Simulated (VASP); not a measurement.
Consider the following.

```
CELL_PARAMETERS angstrom
      0.00000     3.24509     3.24509
      3.24509     0.00000     3.24509
      3.24509     3.24509     0.00000
ATOMIC_POSITIONS crystal
  Na 0.25000 0.25000 0.25000
  Na 0.75000 0.75000 0.75000
  S  0.00000 0.00000 0.00000
```

Computed with r2SCAN meta-GGA, VASP's PBE PAW potentials (set 64) (plane waves; VASP). Run with 480 eV cut-off, 6×6×6 Γ-centred mesh, Gaussian smearing of 0.050 eV, potentials Na_pv S.

Energy and stress use the plane-wave basis of the starting cell.

Task: The ions, cell shape and volume at an external pressure of 2.0 GPa are relaxed. Predict the relaxed structure.

Result: 
```
CELL_PARAMETERS angstrom
      0.00000     3.18868     3.18868
      3.18868     0.00000     3.18868
      3.18868     3.18868     0.00000
ATOMIC_POSITIONS crystal
  Na 0.25000 0.25000 0.25000
  Na 0.75000 0.75000 0.75000
  S  0.00000 0.00000 0.00000
```
Space group Fm-3m (225), at a tolerance of 0.03 Å.

Task: How do energy and volume change from the first to the last step?

Result: The energy (σ→0) changes by +7.3 meV/atom and the volume by -5.1 %, in 5 ionic steps.

```json
[
 {"step": "1", "E(σ→0) (eV)": "-18.9665", "max force (eV/Å)": "0.000", "pressure (GPa)": "0.20", "volume (Å³)": "68.35"},
 {"step": "2", "E(σ→0) (eV)": "-18.9548", "max force (eV/Å)": "0.000", "pressure (GPa)": "1.47", "volume (Å³)": "65.84"},
 {"step": "3", "E(σ→0) (eV)": "-18.9482", "max force (eV/Å)": "0.000", "pressure (GPa)": "1.82", "volume (Å³)": "65.17"},
 {"step": "4", "E(σ→0) (eV)": "-18.9307", "max force (eV/Å)": "0.000", "pressure (GPa)": "2.58", "volume (Å³)": "63.83"},
 {"step": "5", "E(σ→0) (eV)": "-18.9446", "max force (eV/Å)": "0.000", "pressure (GPa)": "1.99", "volume (Å³)": "64.84"}
]
```

The compound is Na2S in the antifluorite structure. This run relaxes it under an external pressure of 2 GPa. Symmetry was kept, so distortions that lower it aren't found.
